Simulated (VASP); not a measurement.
Set up this calculation in VASP 6.6.1, as the native input.

```
Task                   : single point
Functional             : PBE
Potentials or basis    : VASP PAW PBE potentials, release 64 (Zr_sv, Cd, F)
Cutoff                 : 520 eV
k mesh                 : 4 × 4 × 4
Occupations            : gaussian, width 0.1 eV
Spin                   : no spin polarisation
Dipole correction      : no
Further INCAR settings : ALGO = Normal; EDIFF = 1e-07; NBANDS = 35
```

The structure of ZrCdF4 lies in POSCAR:

```
ZrCdF4
1.0
    3.9981757218      0.0000000000      0.0000000000
    0.0000000000      3.9981757218      0.0000000000
    0.0000000000      0.0000000000      7.2312268403
Zr Cd F
1 1 4
Direct
    0.5000000000      0.5000000000      0.5000000000
    0.0000000000      0.0000000000      0.0000000000
    0.0000000000      0.0000000000      0.6640655207
    0.5000000000      0.0000000000      0.0000000000
    0.0000000000      0.5000000000      0.0000000000
    0.0000000000      0.0000000000      0.3359344793
```

The cell was built by a generator and needn't be a form met in nature.

One way to write it, as run:

INCAR

```
ALGO = Normal ; EDIFF = 1E-7
ENCUT = 520 ; GGA = PE
ISIF = 2 ; ISMEAR = 0
LASPH = True ; LCHARG = True
LELF = True ; LREAL = False
LVHAR = True ; LWAVE = False
NBANDS = 35 ; NELM = 100
PREC = Accurate ; SIGMA = 0.1
```

KPOINTS

```
k-points
0
Gamma
  4 4 4
```

Potentials or basis: VASP PAW PBE potentials, release 64 (Zr_sv, Cd, F).

Launch:

```sh
$ cat potpaw_PBE.64/Zr_sv/POTCAR potpaw_PBE.64/Cd/POTCAR potpaw_PBE.64/F/POTCAR > POTCAR
$ mpirun -np 1 vasp_std > vasp.out
```

Results of the run:

```
Pressure               : 0.9 GPa
Largest force          : 0.017 eV/Å
Band gap on the k mesh : none (metal or under the smearing width)
```

Caveat: the k mesh is coarse (spacing up to 0.39 Å⁻¹), so the values aren't converged.

It took 40 s on 1 thread of Intel(R) Xeon(R) 6975P-C (Granite Rapids), with other jobs on the host, peak memory 0.23 GiB.
